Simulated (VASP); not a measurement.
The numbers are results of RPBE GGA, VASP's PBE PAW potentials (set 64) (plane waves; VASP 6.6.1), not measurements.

A VASP calculation is set up with these files.

**POSCAR**
```
MgS
1
    0.0000000000     2.6871584308     2.6871584308
    2.6871584308     0.0000000000     2.6871584308
    2.6871584308     2.6871584308     0.0000000000
Mg S
1 1
Direct
  0.0000000000   0.0000000000   0.0000000000
  0.5000000000   0.5000000000   0.5000000000
```

File KPOINTS:
```
K-points
0
gamma
9 9 9
```

**INCAR**
```
ALGO  =  Normal
EDIFF  =  1E-7
ENCUT  =  520
GGA  =  RP
ISIF  =  2
ISMEAR  =  0
LASPH  =  T
LCHARG  =  F
LREAL  =  F
LWAVE  =  F
NELM  =  100
PREC  =  Accurate
SIGMA  =  0.05
SYSTEM  =  MgS
```

POTCAR, in this order: Mg S (PBE.64 set). Program: vasp_std.

The resulting files:

File OSZICAR:
```
       N       E                     dE             d eps       ncg     rms          rms(c)
DAV:   1     0.240265912398E+02    0.24027E+02   -0.35678E+03   576   0.807E+02
DAV:   2    -0.735435267465E+01   -0.31381E+02   -0.28855E+02   824   0.105E+02
DAV:   3    -0.838341863423E+01   -0.10291E+01   -0.10291E+01   632   0.262E+01
DAV:   4    -0.838911211302E+01   -0.56935E-02   -0.56935E-02   912   0.229E+00
DAV:   5    -0.838911636203E+01   -0.42490E-05   -0.42490E-05   672   0.630E-02    0.469E+00
DAV:   6    -0.798876394723E+01    0.40035E+00   -0.10666E+00   584   0.501E+00    0.372E+00
DAV:   7    -0.794835813916E+01    0.40406E-01   -0.26309E-01   736   0.275E+00    0.247E+00
DAV:   8    -0.795038481727E+01   -0.20267E-02   -0.22167E-02   608   0.129E+00    0.100E+00
DAV:   9    -0.795012176951E+01    0.26305E-03   -0.72024E-04   704   0.215E-01    0.364E-01
DAV:  10    -0.795023676600E+01   -0.11500E-03   -0.40341E-04   768   0.138E-01    0.864E-02
DAV:  11    -0.795022400957E+01    0.12756E-04   -0.60785E-05   688   0.386E-02    0.223E-02
DAV:  12    -0.795022427534E+01   -0.26576E-06   -0.34216E-06   696   0.139E-02    0.968E-04
DAV:  13    -0.795022438307E+01   -0.10773E-06   -0.12856E-07   744   0.313E-03    0.675E-04
DAV:  14    -0.795022427796E+01    0.10511E-06   -0.75419E-09   336   0.534E-04    0.141E-03
DAV:  15    -0.795022429974E+01   -0.21786E-07   -0.17902E-09   336   0.300E-04
   1 F= -.79502243E+01 E0= -.79502243E+01  d E =-.201077E-14
```

**OUTCAR**
```
------------------------ aborting loop because EDIFF is reached ----------------------------------------
  FORCE on cell =-STRESS in cart. coord.  units (eV):
  Direction    XX          YY          ZZ          XY          YZ          ZX
  --------------------------------------------------------------------------------------
  Total       -0.8753961     -0.8753961     -0.8753961      0.0000000      0.0000000     -0.0000000
  in kB      -36.1414317    -36.1414317    -36.1414317      0.0000000      0.0000000     -0.0000000
  external PRESSURE =     -36.1414317 kB  Pullay stress =       0.0000000 kB
  volume of cell :       38.81
      direct lattice vectors                 reciprocal lattice vectors
     0.000000000  2.687158431  2.687158431    -0.186070160  0.186070160  0.186070160
     2.687158431  0.000000000  2.687158431     0.186070160 -0.186070160  0.186070160
     2.687158431  2.687158431  0.000000000     0.186070160  0.186070160 -0.186070160
 POSITION                                       TOTAL-FORCE (eV/Angst)
 -----------------------------------------------------------------------------------
      0.00000      0.00000      0.00000        -0.000000      0.000000     -0.000000
      2.68716      2.68716      2.68716         0.000000     -0.000000      0.000000
 -----------------------------------------------------------------------------------
    total drift:                                0.000000      0.000000      0.000000
  FREE ENERGIE OF THE ION-ELECTRON SYSTEM (eV)
  ---------------------------------------------------
  free  energy   TOTEN  =        -7.9502242997 eV

  energy  without entropy=       -7.9502242997  energy(sigma->0) =       -7.95022430
```
(Selected blocks of OUTCAR.)

The compound is MgS in the rock salt structure. This cell is one point of a volume scan, at 1.06 of the reference volume.
